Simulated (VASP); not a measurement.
These are PBEsol GGA, VASP's PBE PAW potentials (set 64) (plane waves; VASP) values and carry that method's errors.

VASP input:

### POSCAR
```
ZrTiSe4
1
    6.1000000000     0.0000000000     0.0000000000
    0.0000000000     3.6690000000     0.0000000000
    0.0000000000     0.0000000000     6.2000000000
Se Ti Zr
4 1 1
Direct
  0.2531470000   0.0013600000   0.3289920000
  0.7478400000   0.0005380000   0.6644550000
  0.2491480000   0.4969990000   0.8312560000
  0.7491660000   0.4924120000   0.1689690000
  0.0007390000  -0.0016890000   0.0051750000
 -0.0000400000   0.5103790000   0.5011520000
```

KPOINTS:
```
Automatic mesh
0
Gamma
3 5 3
0 0 0
```

### INCAR
```
NELM = 100   ! most electronic steps
ENCUT = 300
SYSTEM = ZrTiSe4
GGA = PS   ! PBEsol
ALGO = Normal   ! blocked Davidson
LWAVE = F
SIGMA = 0.1
ISMEAR = -1
ISIF = 2   ! forces and stress, cell fixed
LASPH = T
LCHARG = F
LREAL = F   ! projection in real space or not
EDIFF = 1E-6   ! SCF stop (eV)
PREC = Accurate
LMAXMIX = 4   ! l cut-off of mixed one-centre charges
```

POTCAR, in this order: Se Ti_sv Zr_sv (PBE.64 set). Program: vasp_std.

The run wrote:

File OSZICAR:
```
       N       E                     dE             d eps       ncg     rms          rms(c)
DAV:   1     0.354404150468E+03    0.35440E+03   -0.16723E+04  1320   0.110E+03
DAV:   2    -0.855798631280E+01   -0.36296E+03   -0.35261E+03  1596   0.344E+02
DAV:   3    -0.427144881149E+02   -0.34157E+02   -0.33376E+02  2060   0.958E+01
DAV:   4    -0.447003415120E+02   -0.19859E+01   -0.19814E+01  1840   0.197E+01
DAV:   5    -0.448024356551E+02   -0.10209E+00   -0.10206E+00  1856   0.361E+00    0.217E+01
DAV:   6    -0.423081173684E+02    0.24943E+01   -0.43840E+01  1812   0.397E+01    0.177E+01
DAV:   7    -0.409989072763E+02    0.13092E+01   -0.44897E+01  1900   0.439E+01    0.913E+00
DAV:   8    -0.401485535346E+02    0.85035E+00   -0.35324E+00  1716   0.106E+01    0.403E+00
DAV:   9    -0.399383608265E+02    0.21019E+00   -0.13408E+00  1868   0.648E+00    0.136E+00
DAV:  10    -0.399348659123E+02    0.34949E-02   -0.78440E-02  1624   0.158E+00    0.589E-01
DAV:  11    -0.399338107141E+02    0.10552E-02   -0.76395E-03  1832   0.534E-01    0.254E-01
DAV:  12    -0.399337510875E+02    0.59627E-04   -0.15870E-03  1816   0.271E-01    0.351E-02
DAV:  13    -0.399337471952E+02    0.38923E-05   -0.78006E-05  1684   0.610E-02    0.192E-02
DAV:  14    -0.399337479044E+02   -0.70917E-06   -0.14727E-05  1672   0.216E-02    0.700E-03
DAV:  15    -0.399337484229E+02   -0.51857E-06   -0.36309E-06  1316   0.127E-02
   1 F= -.39933748E+02 E0= -.39898506E+02  d E =-.704852E-01
```

### OUTCAR
```
------------------------ aborting loop because EDIFF is reached ----------------------------------------
  FORCE on cell =-STRESS in cart. coord.  units (eV):
  Direction    XX          YY          ZZ          XY          YZ          ZX
  --------------------------------------------------------------------------------------
  Total        2.6181974      0.0572727      1.7726009     -0.1741261      0.0542304      1.0927340
  in kB       30.2303883      0.6612857     20.4669114     -2.0105057      0.6261586     12.6169914
  external PRESSURE =      17.1195285 kB  Pullay stress =       0.0000000 kB
  volume of cell :      138.76
      direct lattice vectors                 reciprocal lattice vectors
     6.100000000  0.000000000  0.000000000     0.163934426  0.000000000  0.000000000
     0.000000000  3.669000000  0.000000000     0.000000000  0.272553829  0.000000000
     0.000000000  0.000000000  6.200000000     0.000000000  0.000000000  0.161290323
 POSITION                                       TOTAL-FORCE (eV/Angst)
 -----------------------------------------------------------------------------------
      1.54420      0.00499      2.03975         0.689015      0.032327     -0.610167
      4.56182      0.00197      4.11962        -0.715440      0.079459      0.804327
      1.51980      1.82349      5.15379         0.399068      0.005490      1.063631
      4.56991      1.80666      1.04761        -0.347642      0.075623     -1.078190
      0.00451      3.66280      0.03209        -0.037847      0.016690     -0.214120
      6.09976      1.87258      3.10714         0.012847     -0.209589      0.034519
 -----------------------------------------------------------------------------------
    total drift:                                0.000048     -0.000097      0.000047
  FREE ENERGIE OF THE ION-ELECTRON SYSTEM (eV)
  ---------------------------------------------------
  free  energy   TOTEN  =       -39.9337484229 eV

  energy  without entropy=      -39.8632632484  energy(sigma->0) =      -39.89850584
```
(Selected blocks of OUTCAR.)

At this cut-off the stress carries a Pulay error, which pulls relaxed volumes low.

The structure comes from a measured ZrTiSe4 entry of the Crystallography Open Database, whose conditions weren't checked. The cell was not relaxed at this level, atoms are displaced from their ideal sites. The k-mesh is coarse (spacing up to 0.34 per Å, 2π included), so the numbers may not be converged in it.
